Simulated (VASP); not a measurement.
Level of theory: optB88-vdW, VASP's PBE PAW potentials (set 64) (plane waves; VASP).

A VASP calculation is set up with these files.

INCAR:
```
ENCUT  =  520
LREAL  =  .False.
LCHARG  =  .False.
LWAVE  =  .False.
AGGAC  =  0.0
SIGMA  =  0.05   # width (eV)
PARAM2  =  0.22
LASPH  =  .True.   # aspherical one-centre terms
PREC  =  Accurate
NELM  =  100
LMAXMIX  =  4
LUSE_VDW  =  .True.
ALGO  =  Normal   # blocked Davidson
ISIF  =  2
GGA  =  BO
ISMEAR  =  0
SYSTEM  =  PbS
EDIFF  =  1E-7
PARAM1  =  0.1833333333
```

### KPOINTS
```
Automatic mesh
0
Gamma
8 8 8
0 0 0
```

POSCAR:
```
PbS
1
    0.0000000000     2.9643702280     2.9643702280
    2.9643702280     0.0000000000     2.9643702280
    2.9643702280     2.9643702280     0.0000000000
Pb S
1 1
Direct
  0.0000000000   0.0000000000   0.0000000000
  0.5000000000   0.5000000000   0.5000000000
```

POTCAR, in this order: Pb_d S (PBE.64 set). Program: vasp_std.

Unless said otherwise, spin-orbit coupling is left out, though it shifts the bands of the heavy elements here.

### Question
What does the run give for the energy per atom (σ→0), pressure, band gap (on the k-mesh)?

### Answer

The energy per atom (σ→0) is -2.064 eV/atom and the band gap (on the k-mesh) is 0.40 eV. The pressure is 1.87 GPa.

OSZICAR:
```
...
DAV:   7    -0.412522119641E+01   -0.36197E-02   -0.16151E-01   860   0.232E+00    0.190E+00
DAV:   8    -0.412881266699E+01   -0.35915E-02   -0.18666E-02   890   0.189E+00    0.357E-01
DAV:   9    -0.412797356890E+01    0.83910E-03   -0.37947E-03  1254   0.695E-01    0.803E-02
DAV:  10    -0.412812138124E+01   -0.14781E-03   -0.35597E-04   872   0.188E-01    0.430E-02
DAV:  11    -0.412812985137E+01   -0.84701E-05   -0.56746E-05  1090   0.104E-01    0.874E-03
DAV:  12    -0.412813018795E+01   -0.33657E-06   -0.38126E-06  1022   0.230E-02    0.205E-03
DAV:  13    -0.412813020454E+01   -0.16590E-07   -0.12450E-07   742   0.431E-03
   1 F= -.41281302E+01 E0= -.41281302E+01  d E =-.444428E-10
```

The compound is PbS in the rock salt structure. This cell is one point of a volume scan, at 0.97 of the reference volume.
